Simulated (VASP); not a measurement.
Data:

```
AsB
1.0
    0.00000     2.38882     2.38882
    2.38882     0.00000     2.38882
    2.38882     2.38882     0.00000
B As
1 1
Cartesian
  1.19441   1.19441   1.19441
  0.00000   0.00000   0.00000
```

Computed with PBEsol GGA, VASP's PBE PAW potentials (set 64) (plane waves; VASP 6.6.1). Settings: 520 eV cut-off, 9×9×9 Γ-centred mesh, Gaussian smearing of 0.050 eV, potentials B As.

Task: Estimate the energy per atom (σ→0).

Result: 
The energy per atom (σ→0) is -6.102 eV/atom.

Only differences to runs with the same potentials and settings are physical.

The structure comes from a computed database's BAs entry (F-43m); how it stands against other phases isn't given here. It was relaxed first. The start is the result of an earlier pass.
